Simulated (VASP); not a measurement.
OSZICAR of a VASP run on HfB2 (AlB2 type):

### OSZICAR
```
       N       E                     dE             d eps       ncg     rms          rms(c)
DAV:   1     0.674297211663E+02    0.67430E+02   -0.96177E+03  1680   0.151E+03
DAV:   2    -0.110063239540E+02   -0.78436E+02   -0.72376E+02  2152   0.358E+02
DAV:   3    -0.145939156027E+02   -0.35876E+01   -0.34689E+01  2308   0.598E+01
DAV:   4    -0.146700874408E+02   -0.76172E-01   -0.75785E-01  2180   0.897E+00
DAV:   5    -0.146722754419E+02   -0.21880E-02   -0.21871E-02  2316   0.129E+00    0.664E+01
DAV:   6    -0.306767973206E+02   -0.16005E+02   -0.14042E+01  1680   0.579E+01    0.321E+01
DAV:   7    -0.297683841028E+02    0.90841E+00   -0.45535E+00  2112   0.189E+01    0.145E+01
DAV:   8    -0.305243936285E+02   -0.75601E+00   -0.37826E-01  1824   0.756E+00    0.119E+01
DAV:   9    -0.304664596051E+02    0.57934E-01   -0.54555E-02  2072   0.189E+00    0.497E+00
DAV:  10    -0.306161969504E+02   -0.14974E+00   -0.24156E-01  2076   0.540E+00    0.486E-01
DAV:  11    -0.306630696526E+02   -0.46873E-01   -0.23063E-02  1844   0.186E+00    0.103E+00
DAV:  12    -0.306619390149E+02    0.11306E-02   -0.11713E-03  2036   0.434E-01    0.222E-01
DAV:  13    -0.306630074859E+02   -0.10685E-02   -0.97284E-04  1808   0.377E-01    0.279E-01
DAV:  14    -0.306635952856E+02   -0.58780E-03   -0.27800E-04  1828   0.223E-01    0.177E-01
DAV:  15    -0.306636755061E+02   -0.80221E-04   -0.33462E-05  1968   0.794E-02    0.285E-02
DAV:  16    -0.306636795820E+02   -0.40759E-05   -0.22789E-06  2060   0.153E-02    0.712E-03
DAV:  17    -0.306636791391E+02    0.44290E-06   -0.33225E-07  1040   0.632E-03
   1 F= -.30663679E+02 E0= -.30663495E+02  d E =-.306637E+02
       N       E                     dE             d eps       ncg     rms          rms(c)
DAV:   1    -0.306804545616E+02   -0.16775E-01   -0.63054E-01  1712   0.784E+00    0.216E+00
DAV:   2    -0.306659950870E+02    0.14459E-01   -0.27932E-02  1728   0.168E+00    0.138E+00
DAV:   3    -0.306619965414E+02    0.39985E-02   -0.13131E-02  1992   0.102E+00    0.102E+00
DAV:   4    -0.306615275846E+02    0.46896E-03   -0.74953E-04  1988   0.276E-01    0.267E-01
DAV:   5    -0.306614046358E+02    0.12295E-03   -0.62890E-04  1940   0.309E-01    0.895E-02
DAV:   6    -0.306617787371E+02   -0.37410E-03   -0.72202E-05  1840   0.104E-01    0.669E-02
DAV:   7    -0.306617671075E+02    0.11630E-04   -0.13334E-05  1980   0.295E-02    0.159E-02
DAV:   8    -0.306618054671E+02   -0.38360E-04   -0.29642E-05  2004   0.562E-02    0.214E-02
DAV:   9    -0.306618092420E+02   -0.37749E-05   -0.12155E-06  1124   0.120E-02    0.984E-03
DAV:  10    -0.306618103084E+02   -0.10664E-05   -0.64815E-07   960   0.628E-03    0.153E-03
DAV:  11    -0.306618100319E+02    0.27652E-06   -0.33448E-07   892   0.683E-03
   2 F= -.30661810E+02 E0= -.30661624E+02  d E =0.186911E-02
       N       E                     dE             d eps       ncg     rms          rms(c)
DAV:   1    -0.306722044582E+02   -0.10394E-01   -0.20599E-01  1700   0.448E+00    0.122E+00
DAV:   2    -0.306675275654E+02    0.46769E-02   -0.87046E-03  1708   0.945E-01    0.782E-01
DAV:   3    -0.306662119742E+02    0.13156E-02   -0.43995E-03  1996   0.592E-01    0.582E-01
DAV:   4    -0.306660881086E+02    0.12387E-03   -0.25490E-04  1980   0.161E-01    0.153E-01
DAV:   5    -0.306660600993E+02    0.28009E-04   -0.22402E-04  1956   0.182E-01    0.500E-02
DAV:   6    -0.306661742285E+02   -0.11413E-03   -0.21476E-05  1848   0.566E-02    0.395E-02
DAV:   7    -0.306661806054E+02   -0.63768E-05   -0.48094E-06  1920   0.204E-02    0.518E-03
DAV:   8    -0.306661873019E+02   -0.66965E-05   -0.76098E-06  2012   0.286E-02    0.126E-02
DAV:   9    -0.306661888327E+02   -0.15309E-05   -0.31276E-07   928   0.612E-03    0.708E-03
DAV:  10    -0.306661887122E+02    0.12055E-06   -0.27171E-07   876   0.378E-03
   3 F= -.30666189E+02 E0= -.30666004E+02  d E =-.250957E-02
```

Task: Which electronic solver shows in the log?

Result: It is blocked Davidson (ALGO = Normal, or the opening steps of other solvers). The INCAR had ALGO = Normal.

Task: Can the final energy be trusted as converged?

Result: The run converged. It stopped with EDIFF = 1E-6, NELM = 100, NSW = 60 and EDIFFG = -0.02 after 3 ionic steps (TPSS meta-GGA, plane waves, VASP's PBE PAW potentials (set 64)).

The compound is HfB2 in the AlB2 type structure. This run relaxes it. Symmetry was kept, so distortions that lower it aren't found. The start is the result of an earlier pass.
